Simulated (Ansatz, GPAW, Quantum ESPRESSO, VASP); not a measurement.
## One structure in several programs: KBr (Fm-3m, 2 atoms in the cell)

Self-consistent single point, at a second geometry (lattice scaled by 0.98). First geometry:

```xyz
2
Lattice="0.0000 3.3000 3.3000 3.3000 0.0000 3.3000 3.3000 3.3000 0.0000" Properties=species:S:1:pos:R:3 pbc="T T T"
K      0.0000     0.0000     0.0000
Br     3.3000     3.3000     3.3000
```

Shared settings, as Ansatz (a first-principles code) writes them: kpoints.mp_grid.grid = 6 6 6; scf.occupations.method = fermi_dirac; scf.occupations.width = 0.05 eV. Potentials and cutoffs stand in the table.

| code | model | ΔF from the first geometry (meV/atom) | pressure (GPa) | gap on the mesh (eV) | cutoff |
|---|---|---|---|---|---|
| VASP | PBE, VASP's PBE PAW potentials (set 64) | – | – | 4.602 | 300 eV |
| Quantum ESPRESSO | PBE, PSlibrary PAW (PBE) pseudopotentials | 16.8 | 1.83 | 4.605 | 55 Ry |
| Ansatz | PBE, default PAW files | 16.8 | 1.88 | 4.605 | 420 eV |
| GPAW | PBE, GPAW PAW datasets PBE (gpaw-data 1.0.1) | 16.6 | 1.85 | 4.611 | 550 eV |

A dash marks a value that a program does not give, or that is left out as unsure.

Gaps are read on the mesh.

The spread over the programs that give each value: ΔF from the first geometry within 0.2 meV/atom; pressure within 0.05 GPa; gap on the mesh within 0.009 eV.

Ansatz's pressure is given at a fixed set of plane waves, as the other plane-wave codes print theirs.

VASP's run is marked for a possible Pulay error in its stress at this cutoff; no cutoff test was made.

The starting cell has typed, rounded lattice constants, without a prior relaxation at this level. For this run, on top of that: lattice scaled by 0.98.

Left out of this page: ABINIT, CP2K, PySCF, Elk, FLEUR and SIESTA (not drawn, or without a comparable value).

Keys are those of Ansatz 0.2.
